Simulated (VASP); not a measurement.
All values below come from PBEsol GGA with spin-orbit coupling, VASP's PBE PAW potentials (set 64) (plane waves; VASP).

Input for VASP

File KPOINTS_OPT:
```
k-points along high-symmetry lines
8
Line-mode
Reciprocal
  0.000000   0.000000   0.000000 ! GAMMA
  0.000000   0.500000   0.000000 ! X

  0.000000   0.500000   0.000000 ! X
  0.500000   0.500000   0.000000 ! M

  0.500000   0.500000   0.000000 ! M
  0.000000   0.000000   0.000000 ! GAMMA

  0.000000   0.000000   0.000000 ! GAMMA
  0.500000   0.500000   0.500000 ! R

  0.500000   0.500000   0.500000 ! R
  0.000000   0.500000   0.000000 ! X

  0.500000   0.500000   0.500000 ! R
  0.500000   0.500000   0.000000 ! M
```

**POSCAR**
```
BaHfO3
1
    4.1548964234     0.0000000000     0.0000000000
    0.0000000000     4.1548964234     0.0000000000
    0.0000000000     0.0000000000     4.1548964234
Ba Hf O
1 1 3
Direct
  0.0000000000   0.0000000000   0.0000000000
  0.5000000000   0.5000000000   0.5000000000
  0.5000000000   0.0000000000   0.5000000000
  0.0000000000   0.5000000000   0.5000000000
  0.5000000000   0.5000000000   0.0000000000
```

**KPOINTS**
```
Automatic mesh
0
Gamma
5 5 5
0 0 0
```

**INCAR**
```
ALGO = Normal
EDIFF = 1E-6
ENCUT = 520
GGA = PS
GGA_COMPAT = .FALSE.
ISMEAR = 0
LASPH = .TRUE.
LCHARG = .FALSE.
LMAXMIX = 6
LREAL = .FALSE.
LSORBIT = .TRUE.
LWAVE = .FALSE.
MAGMOM = 15*0
NELM = 100
PREC = Accurate
SIGMA = 0.05
SYSTEM = BaHfO3
```

POTCAR, in this order: Ba_sv Hf_pv O (PBE.64 set). Program: vasp_ncl.

The run wrote:

OSZICAR:
```
       N       E                     dE             d eps       ncg     rms          rms(c)
DAV:   1     0.254526653308E+03    0.25453E+03   -0.20922E+04   920   0.161E+03
DAV:   2    -0.362264784936E+02   -0.29075E+03   -0.28445E+03  1226   0.374E+02
DAV:   3    -0.521834220905E+02   -0.15957E+02   -0.15901E+02  1074   0.863E+01
DAV:   4    -0.526173286946E+02   -0.43391E+00   -0.43362E+00  1456   0.130E+01
DAV:   5    -0.526223899918E+02   -0.50613E-02   -0.50605E-02  1178   0.118E+00    0.683E+01
DAV:   6    -0.464849983072E+02    0.61374E+01   -0.35729E+01  1036   0.370E+01    0.572E+01
DAV:   7    -0.463760294093E+02    0.10897E+00   -0.25998E+00  1128   0.106E+01    0.342E+01
DAV:   8    -0.463557849384E+02    0.20244E-01   -0.27560E-01  1144   0.429E+00    0.115E+01
DAV:   9    -0.463381950038E+02    0.17590E-01   -0.77584E-02  1102   0.169E+00    0.131E+00
DAV:  10    -0.463356091095E+02    0.25859E-02   -0.11039E-02  1264   0.708E-01    0.661E-01
DAV:  11    -0.463355522027E+02    0.56907E-04   -0.14242E-03  1136   0.245E-01    0.616E-02
DAV:  12    -0.463355630826E+02   -0.10880E-04   -0.57376E-05  1280   0.492E-02    0.296E-02
DAV:  13    -0.463355756506E+02   -0.12568E-04   -0.26923E-05  1170   0.374E-02    0.697E-02
DAV:  14    -0.463355774937E+02   -0.18431E-05   -0.10915E-05  1256   0.210E-02    0.350E-03
DAV:  15    -0.463355773557E+02    0.13800E-06   -0.82796E-07   704   0.638E-03
   1 F= -.46335577E+02 E0= -.46335577E+02  d E =-.806859E-18  mag=     0.0000     0.0000    -0.0000
       N       E                     dE             ncg
       N       E                     dE             ncg
       N       E                     dE             ncg
       N       E                     dE             ncg
       N       E                     dE             ncg
```

OUTCAR:
```
------------------------ aborting loop because EDIFF is reached ----------------------------------------
  FORCE on cell =-STRESS in cart. coord.  units (eV):
  Direction    XX          YY          ZZ          XY          YZ          ZX
  --------------------------------------------------------------------------------------
  Total        0.0204754      0.0204754      0.0204754      0.0000000      0.0000000      0.0000000
  in kB        0.4573645      0.4573645      0.4573645      0.0000000      0.0000000      0.0000000
  external PRESSURE =       0.4573645 kB  Pullay stress =       0.0000000 kB
  volume of cell :       71.73
      direct lattice vectors                 reciprocal lattice vectors
     4.154896423  0.000000000  0.000000000     0.240679887  0.000000000  0.000000000
     0.000000000  4.154896423  0.000000000     0.000000000  0.240679887  0.000000000
     0.000000000  0.000000000  4.154896423     0.000000000  0.000000000  0.240679887
 POSITION                                       TOTAL-FORCE (eV/Angst)
 -----------------------------------------------------------------------------------
      0.00000      0.00000      0.00000         0.000000      0.000000      0.000000
      2.07745      2.07745      2.07745         0.000000      0.000000      0.000000
      2.07745      0.00000      2.07745         0.000000      0.000000      0.000000
      0.00000      2.07745      2.07745         0.000000      0.000000      0.000000
      2.07745      2.07745      0.00000         0.000000      0.000000      0.000000
 -----------------------------------------------------------------------------------
    total drift:                                0.000000     -0.000000     -0.000000
  FREE ENERGIE OF THE ION-ELECTRON SYSTEM (eV)
  ---------------------------------------------------
  free  energy   TOTEN  =       -46.3355773557 eV

  energy  without entropy=      -46.3355773557  energy(sigma->0) =      -46.33557736

 Ion:    1  E_soc:     -0.3873181

 Ion:    2  E_soc:     -1.2388509

 Ion:    3  E_soc:     -0.0005362

 Ion:    4  E_soc:     -0.0005362

 Ion:    5  E_soc:     -0.0005362
```
(Selected blocks of OUTCAR.)

The compound is BaHfO3 in the cubic perovskite structure. It was relaxed first.
